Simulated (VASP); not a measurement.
Given:

```xyz
2
Lattice="0.0000 2.9532 2.9532 2.9532 0.0000 2.9532 2.9532 2.9532 0.0000" Properties=species:S:1:pos:R:3 pbc="T T T"
Mg     0.0000     0.0000     0.0000
Te     2.9532     2.9532     2.9532
```

Computed with PBEsol GGA, VASP's PBE PAW potentials (set 64) (plane waves; VASP). Run with 400 eV cut-off, 9×9×9 Γ-centred mesh, tetrahedra with Blöchl corrections, potentials Mg Te.

Problem. What does the run give for the energy per atom (σ→0)?

Solution. 
| Property | Value |
|---|---|
| energy per atom (σ→0) | -3.451 eV/atom |

Total energies compare only between runs with the same potentials, cut-off and functional.

The structure comes from a computed database's MgTe entry (Fm-3m); how it stands against other phases isn't given here. It was relaxed first.
